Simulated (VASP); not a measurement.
Cu, 1 atom in the cell. Symmetry: I4/mmm, No. 139, tetragonal system. Conventional cell: a = 2.896 Å, b = 2.896 Å, c = 2.722 Å, α = 90.00°, β = 90.00°, γ = 90.00°. Around Cu (site symmetry 4/mmm) lie 10 Cu at 2.46 to 2.72 Å. This isn't the form of Cu at room conditions, which is fcc.

```yaml
Program: VASP 6.6.1
Task: single point
Functional: PBEsol
Potentials_or_basis: VASP PAW PBE potentials, release 64 (Cu)
Cutoff: 900 eV
k_mesh: 20 × 20 × 20
Occupations: gaussian, width 0.1 eV
Spin: no spin polarisation
Further_INCAR_settings: ALGO = Fast; EDIFF = 1e-06; NBANDS = 12
```

Potentials or basis: VASP PAW PBE potentials, release 64 (Cu).

Run with:

```bash
$ cat potpaw_PBE.64/Cu/POTCAR > POTCAR
$ mpirun -np 1 vasp_std > vasp.out
```

Hardware: 1 thread of Intel(R) Xeon(R) Platinum 8488C (Sapphire Rapids), on a shared host.

Problem. How long does it take, and how much memory?

Solution. Wall time 67 s on 1 thread of Intel(R) Xeon(R) Platinum 8488C (Sapphire Rapids) (shared host), peak memory 0.3 GiB. Counts: scf iterations 13, k points 641.
